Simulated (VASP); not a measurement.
Consider the following.

```
CaO
1.0
    0.00000     2.35980     2.35980
    2.35980     0.00000     2.35980
    2.35980     2.35980     0.00000
Ca O
1 1
Cartesian
  0.00000   0.00000   0.00000
  2.35980   2.35980   2.35980
```

These are LDA (Ceperley-Alder, Perdew-Zunger), VASP's LDA PAW potentials (set 64) (plane waves; VASP 6.6.1) values and carry that method's errors. Settings: 520 eV cut-off, 11×11×11 Γ-centred mesh, tetrahedra with Blöchl corrections, potentials Ca_sv O.

**Question.** What does the run give for the energy per atom (σ→0)?

**Answer.** 
```yaml
energy per atom (σ→0): -7.111 eV/atom
```

The structure comes from a computed database's CaO entry (Fm-3m); how it stands against other phases isn't given here. It was relaxed first, which changed the volume by -5 %.
